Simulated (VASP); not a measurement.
Method: RPBE GGA, VASP's PBE PAW potentials (set 64) (plane waves; VASP 6.6.1).

VASP input:

POSCAR:
```
Er
1.0
  1.7800000000  -3.0830500000   0.0000000000
  1.7800000000   3.0830500000   0.0000000000
  0.0000000000   0.0000000000   5.5900000000
Er
2
Cartesian
  1.7800000000   1.0276853887   1.3975000000
  1.7800000000  -1.0276853887   4.1925000000
```

### INCAR
```
SYSTEM = Er
PREC = Accurate
ENCUT = 520
EDIFF = 1E-6
NELM = 100
ALGO = Normal
LREAL = .FALSE.
LASPH = .TRUE.
ISMEAR = 1
SIGMA = 0.1
GGA = RP
LMAXMIX = 6
LWAVE = .FALSE.
LCHARG = .FALSE.
IBRION = 2
ISIF = 3
NSW = 60
EDIFFG = -0.01
```

**KPOINTS**
```
K-points
0
G
11 11 6
0 0 0
```

POTCAR, in this order: Er_3 (PBE.64 set). Program: vasp_std.

The 4f electrons are frozen in the core of the lanthanide potential, so 4f levels, which can set the real gap, and their magnetism are missing. Energy and stress use the plane-wave basis of the starting cell.

Predict the energy per atom (σ→0), volume per atom, band gap (on the k-mesh).

```json
{
  "energy per atom (σ→0)": "-4.170 eV/atom",
  "band gap (on the k-mesh)": "none (metal, semimetal or under 0.01 eV)",
  "volume_per_atom": "32.13 Å³/atom"
}
```

**OSZICAR**
```
...
DAV:   5    -0.833972570566E+01   -0.38436E-06   -0.61298E-07  1162   0.118E-02
   4 F= -.83397257E+01 E0= -.83404892E+01  d E =-.907916E-04
       N       E                     dE             d eps       ncg     rms          rms(c)
DAV:   1    -0.833984737101E+01   -0.12205E-03   -0.56584E-03  2469   0.942E-01    0.521E-02
DAV:   2    -0.833978027982E+01    0.67091E-04   -0.15419E-04  2753   0.181E-01    0.317E-02
DAV:   3    -0.833974520014E+01    0.35080E-04   -0.41388E-05  3150   0.849E-02    0.159E-02
DAV:   4    -0.833974545272E+01   -0.25257E-06   -0.57767E-06  2038   0.219E-02
   5 F= -.83397455E+01 E0= -.83404765E+01  d E =-.110539E-03
```

The compound is Er in the hcp structure. This run relaxes it. Symmetry was kept, so distortions that lower it aren't found.
